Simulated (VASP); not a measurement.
OSZICAR of a VASP run on MoTe2 (2H layered):

File OSZICAR:
```
...
DAV:  47    -0.769874351540E+02   -0.12678E-02   -0.64413E-05   333   0.617E-02    0.164E-01
DAV:  48    -0.769900257869E+02   -0.25906E-02   -0.26608E-04   272   0.132E-01    0.119E-01
DAV:  49    -0.769907955065E+02   -0.76972E-03   -0.69254E-05   341   0.661E-02    0.803E-02
DAV:  50    -0.769919793073E+02   -0.11838E-02   -0.14742E-04   272   0.952E-02    0.503E-02
DAV:  51    -0.769920559270E+02   -0.76620E-04   -0.38076E-05   343   0.500E-02    0.258E-02
DAV:  52    -0.769923029113E+02   -0.24698E-03   -0.15014E-05   272   0.302E-02    0.165E-02
DAV:  53    -0.769931186313E+02   -0.81572E-03   -0.35557E-04   272   0.137E-01    0.113E-02
DAV:  54    -0.769930749253E+02    0.43706E-04   -0.94420E-06   293   0.223E-02    0.979E-03
DAV:  55    -0.769931395547E+02   -0.64629E-04   -0.87355E-06   322   0.211E-02    0.982E-03
DAV:  56    -0.769930265322E+02    0.11302E-03   -0.44656E-04   281   0.150E-01    0.453E-03
DAV:  57    -0.769930008402E+02    0.25692E-04   -0.84711E-06   377   0.255E-02    0.546E-03
DAV:  58    -0.769931474899E+02   -0.14665E-03   -0.10804E-04   272   0.951E-02    0.514E-03
DAV:  59    -0.769931589205E+02   -0.11431E-04   -0.17648E-04   325   0.909E-02    0.595E-03
DAV:  60    -0.769931827435E+02   -0.23823E-04   -0.29803E-06   268   0.120E-02    0.736E-03
DAV:  61    -0.769931330439E+02    0.49700E-04   -0.91745E-06   284   0.209E-02    0.594E-03
DAV:  62    -0.769931535919E+02   -0.20548E-04   -0.12020E-06   213   0.785E-03    0.353E-03
DAV:  63    -0.769931790018E+02   -0.25410E-04   -0.38304E-06   272   0.145E-02    0.175E-03
DAV:  64    -0.769931916008E+02   -0.12599E-04   -0.11482E-06   274   0.782E-03    0.176E-03
DAV:  65    -0.769931973253E+02   -0.57246E-05   -0.41133E-07   204   0.570E-03    0.216E-03
DAV:  66    -0.769932193001E+02   -0.21975E-04   -0.14644E-05   272   0.274E-02    0.240E-03
DAV:  67    -0.769932192090E+02    0.91096E-07   -0.40217E-07   242   0.603E-03
   1 F= -.76993219E+02 E0= -.76993219E+02  d E =-.769932E+02
       N       E                     dE             d eps       ncg     rms          rms(c)
DAV:   1    -0.770167867663E+02   -0.23567E-01   -0.93354E-01   272   0.807E+00    0.103E+00
DAV:   2    -0.770044488896E+02    0.12338E-01   -0.86184E-02   304   0.169E+00    0.479E-01
DAV:   3    -0.769995408352E+02    0.49081E-02   -0.20593E-02   272   0.948E-01    0.214E-01
DAV:   4    -0.769986912033E+02    0.84963E-03   -0.76813E-03   349   0.506E-01    0.194E-01
DAV:   5    -0.769982010038E+02    0.49020E-03   -0.24175E-03   272   0.360E-01    0.273E-02
DAV:   6    -0.769986443788E+02   -0.44337E-03   -0.10880E-03   272   0.287E-01    0.197E-02
DAV:   7    -0.769986877808E+02   -0.43402E-04   -0.41895E-04   272   0.173E-01    0.156E-02
DAV:   8    -0.769989237715E+02   -0.23599E-03   -0.28754E-04   272   0.132E-01    0.895E-03
DAV:   9    -0.769989814920E+02   -0.57721E-04   -0.10080E-04   272   0.964E-02    0.402E-03
DAV:  10    -0.769991789797E+02   -0.19749E-03   -0.18014E-04   324   0.897E-02    0.445E-03
DAV:  11    -0.769991947446E+02   -0.15765E-04   -0.12596E-05   300   0.350E-02    0.284E-03
DAV:  12    -0.769992039514E+02   -0.92068E-05   -0.51279E-06   274   0.172E-02    0.993E-04
DAV:  13    -0.769992217725E+02   -0.17821E-04   -0.15869E-05   325   0.305E-02    0.106E-03
DAV:  14    -0.769992274141E+02   -0.56416E-05   -0.53947E-06   272   0.248E-02    0.895E-04
DAV:  15    -0.769992300979E+02   -0.26838E-05   -0.13150E-06   248   0.101E-02    0.447E-04
DAV:  16    -0.769992309742E+02   -0.87626E-06   -0.10798E-06   215   0.120E-02
   2 F= -.76999231E+02 E0= -.76999231E+02  d E =-.601177E-02
       N       E                     dE             d eps       ncg     rms          rms(c)
DAV:   1    -0.770343305879E+02   -0.35100E-01   -0.17050E+00   272   0.109E+01    0.138E+00
DAV:   2    -0.770108657302E+02    0.23465E-01   -0.15533E-01   304   0.225E+00    0.643E-01
DAV:   3    -0.770028021489E+02    0.80636E-02   -0.35752E-02   280   0.124E+00    0.290E-01
DAV:   4    -0.770012799173E+02    0.15222E-02   -0.13671E-02   349   0.667E-01    0.258E-01
DAV:   5    -0.770009364342E+02    0.34348E-03   -0.41094E-03   272   0.455E-01    0.364E-02
DAV:   6    -0.770013132327E+02   -0.37680E-03   -0.15567E-03   272   0.353E-01    0.269E-02
DAV:   7    -0.770014637529E+02   -0.15052E-03   -0.69707E-04   272   0.217E-01    0.219E-02
DAV:   8    -0.770017512664E+02   -0.28751E-03   -0.46574E-04   272   0.169E-01    0.118E-02
DAV:   9    -0.770018826193E+02   -0.13135E-03   -0.18623E-04   272   0.130E-01    0.550E-03
DAV:  10    -0.770021088032E+02   -0.22618E-03   -0.25783E-04   325   0.104E-01    0.617E-03
DAV:  11    -0.770021343020E+02   -0.25499E-04   -0.21706E-05   289   0.458E-02    0.365E-03
DAV:  12    -0.770021455193E+02   -0.11217E-04   -0.10340E-05   306   0.256E-02    0.132E-03
DAV:  13    -0.770021666630E+02   -0.21144E-04   -0.26815E-05   325   0.427E-02    0.152E-03
DAV:  14    -0.770021770817E+02   -0.10419E-04   -0.10957E-05   272   0.392E-02    0.123E-03
DAV:  15    -0.770021821270E+02   -0.50454E-05   -0.20928E-06   224   0.147E-02    0.500E-04
DAV:  16    -0.770021831415E+02   -0.10144E-05   -0.28940E-06   216   0.214E-02    0.503E-04
DAV:  17    -0.770021863202E+02   -0.31787E-05   -0.12299E-06   205   0.139E-02    0.270E-04
DAV:  18    -0.770021882372E+02   -0.19171E-05   -0.58889E-07   223   0.724E-03    0.317E-04
DAV:  19    -0.770021881911E+02    0.46115E-07   -0.40627E-07   204   0.778E-03
   3 F= -.77002188E+02 E0= -.77002188E+02  d E =-.896898E-02
       N       E                     dE             d eps       ncg     rms          rms(c)
DAV:   1    -0.770071157330E+02   -0.49275E-02   -0.29733E-01   272   0.384E+00    0.509E-01
DAV:   2    -0.770084468473E+02   -0.13311E-02   -0.21698E-02   272   0.916E-01    0.233E-01
DAV:   3    -0.770064863674E+02    0.19605E-02   -0.56181E-03   272   0.583E-01    0.999E-02
DAV:   4    -0.770056994272E+02    0.78694E-03   -0.19649E-03   288   0.272E-01    0.833E-02
DAV:   5    -0.770057044059E+02   -0.49787E-05   -0.34985E-04   272   0.123E-01    0.137E-02
DAV:   6    -0.770056359841E+02    0.68422E-04   -0.10078E-04   272   0.787E-02    0.111E-02
DAV:   7    -0.770057849487E+02   -0.14896E-03   -0.49049E-05   272   0.535E-02    0.537E-03
DAV:   8    -0.770058388044E+02   -0.53856E-04   -0.20304E-05   272   0.336E-02    0.236E-03
DAV:   9    -0.770058569839E+02   -0.18179E-04   -0.90895E-06   272   0.274E-02    0.233E-03
DAV:  10    -0.770058990142E+02   -0.42030E-04   -0.13366E-05   272   0.256E-02    0.165E-03
DAV:  11    -0.770059108909E+02   -0.11877E-04   -0.58477E-06   274   0.162E-02    0.905E-04
DAV:  12    -0.770059133252E+02   -0.24343E-05   -0.13722E-06   240   0.101E-02    0.896E-04
DAV:  13    -0.770059153805E+02   -0.20553E-05   -0.51254E-07   222   0.608E-03    0.427E-04
DAV:  14    -0.770059162081E+02   -0.82762E-06   -0.26529E-07   207   0.448E-03
   4 F= -.77005916E+02 E0= -.77005916E+02  d E =-.372802E-02
       N       E                     dE             d eps       ncg     rms          rms(c)
DAV:   1    -0.770125183755E+02   -0.66030E-02   -0.10755E+00   272   0.730E+00    0.938E-01
DAV:   2    -0.770133667751E+02   -0.84840E-03   -0.76863E-02   273   0.164E+00    0.439E-01
DAV:   3    -0.770085535996E+02    0.48132E-02   -0.17740E-02   272   0.928E-01    0.188E-01
DAV:   4    -0.770063859711E+02    0.21676E-02   -0.65685E-03   332   0.450E-01    0.157E-01
DAV:   5    -0.770064648730E+02   -0.78902E-04   -0.12141E-03   272   0.211E-01    0.264E-02
DAV:   6    -0.770062950149E+02    0.16986E-03   -0.29892E-04   272   0.131E-01    0.220E-02
DAV:   7    -0.770066433198E+02   -0.34830E-03   -0.14081E-04   272   0.915E-02    0.103E-02
DAV:   8    -0.770067700748E+02   -0.12676E-03   -0.57031E-05   272   0.545E-02    0.449E-03
DAV:   9    -0.770068114769E+02   -0.41402E-04   -0.24394E-05   272   0.433E-02    0.366E-03
DAV:  10    -0.770069188267E+02   -0.10735E-03   -0.44841E-05   272   0.449E-02    0.263E-03
DAV:  11    -0.770069425133E+02   -0.23687E-04   -0.19319E-05   301   0.304E-02    0.165E-03
DAV:  12    -0.770069488949E+02   -0.63815E-05   -0.39986E-06   248   0.200E-02    0.140E-03
DAV:  13    -0.770069557868E+02   -0.68920E-05   -0.15849E-06   233   0.113E-02    0.710E-04
DAV:  14    -0.770069584945E+02   -0.27077E-05   -0.12914E-06   255   0.906E-03    0.374E-04
DAV:  15    -0.770069587587E+02   -0.26420E-06   -0.15024E-06   222   0.123E-02
   5 F= -.77006959E+02 E0= -.77006959E+02  d E =-.477057E-02
       N       E                     dE             d eps       ncg     rms          rms(c)
DAV:   1    -0.770078824855E+02   -0.92399E-03   -0.13434E-01   272   0.259E+00    0.356E-01
DAV:   2    -0.770066678882E+02    0.12146E-02   -0.92684E-03   316   0.560E-01    0.159E-01
DAV:   3    -0.770074069830E+02   -0.73909E-03   -0.23562E-03   298   0.325E-01    0.642E-02
DAV:   4    -0.770073530286E+02    0.53954E-04   -0.83409E-04   296   0.158E-01    0.607E-02
DAV:   5    -0.770072964526E+02    0.56576E-04   -0.23925E-04   272   0.109E-01    0.960E-03
DAV:   6    -0.770073237897E+02   -0.27337E-04   -0.91649E-05   272   0.765E-02    0.721E-03
DAV:   7    -0.770074078017E+02   -0.84012E-04   -0.30234E-05   272   0.441E-02    0.408E-03
DAV:   8    -0.770074389971E+02   -0.31195E-04   -0.37166E-05   272   0.493E-02    0.216E-03
DAV:   9    -0.770074531023E+02   -0.14105E-04   -0.81773E-06   272   0.245E-02    0.118E-03
DAV:  10    -0.770074642558E+02   -0.11154E-04   -0.47118E-06   249   0.164E-02    0.129E-03
DAV:  11    -0.770074734845E+02   -0.92286E-05   -0.27011E-06   266   0.987E-03    0.748E-04
DAV:  12    -0.770074746128E+02   -0.11284E-05   -0.63053E-07   249   0.721E-03    0.426E-04
DAV:  13    -0.770074758621E+02   -0.12493E-05   -0.38855E-07   222   0.593E-03    0.212E-04
DAV:  14    -0.770074764315E+02   -0.56933E-06   -0.25863E-07   204   0.500E-03
   6 F= -.77007476E+02 E0= -.77007476E+02  d E =-.528824E-02
```

Task: Which electronic solver shows in the log?

Result: It is blocked Davidson (ALGO = Normal, or the opening steps of other solvers). The INCAR had ALGO = Normal.

Task: Can the final energy be trusted as converged?

Result: The calculation finished and met its thresholds. It stopped with EDIFF = 1E-6, NELM = 100, NSW = 60 and EDIFFG = -0.02 after 6 ionic steps (r2SCAN+rVV10, plane waves, VASP's PBE PAW potentials (set 64)). The cell holds a wide vacuum, so values per volume refer to the whole cell.

The cell is a sheet with vacuum, built from a generated structure.
